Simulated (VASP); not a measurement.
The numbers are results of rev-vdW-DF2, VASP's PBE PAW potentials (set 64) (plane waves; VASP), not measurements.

VASP input:

INCAR:
```
SYSTEM = Ni3Si
PREC = Accurate
ENCUT = 520
EDIFF = 1E-6
NELM = 100
ALGO = Normal
LREAL = .FALSE.
LASPH = .TRUE.
ISMEAR = 1
SIGMA = 0.1
GGA = MK
PARAM1 = 0.1234568
PARAM2 = 0.7114
ZAB_VDW = -1.8867
LUSE_VDW = .TRUE.
AGGAC = 0.0
LMAXMIX = 4
LWAVE = .FALSE.
LCHARG = .FALSE.
IBRION = 2
ISIF = 3
NSW = 60
EDIFFG = -0.02
```

File POSCAR:
```
Ni3Si
1
    3.4628876297     0.0000000000    -0.0000000000
   -0.0000000000     3.4628876297    -0.0000000000
    0.0000000000     0.0000000000     3.4628876297
Si Ni
1 3
Direct
  0.0000000000   0.0000000000   0.0000000000
  0.0000000000   0.5000000000   0.5000000000
  0.5000000000   0.0000000000   0.5000000000
  0.5000000000   0.5000000000   0.0000000000
```

File KPOINTS:
```
Automatic
0
G
8 8 8
0 0 0
```

POTCAR, in this order: Si Ni (PBE.64 set). Program: vasp_std.

What will the output report for the number of irreducible k-points (NKPTS), largest plane-wave count, number of space-group operations, FFT grid (NGX, NGY, NGZ)?

```
Property                                      Result
--------------------------------------  ------------
number of irreducible k-points (NKPTS)            35
largest plane-wave count                        1141
number of space-group operations                  48
FFT grid (NGX, NGY, NGZ)                28 × 28 × 28
```

The compound is Ni3Si in the L1_2 structure. This run relaxes it. Symmetry was kept, so distortions that lower it aren't found. The run is not spin-polarised, so no magnetic state was tried.
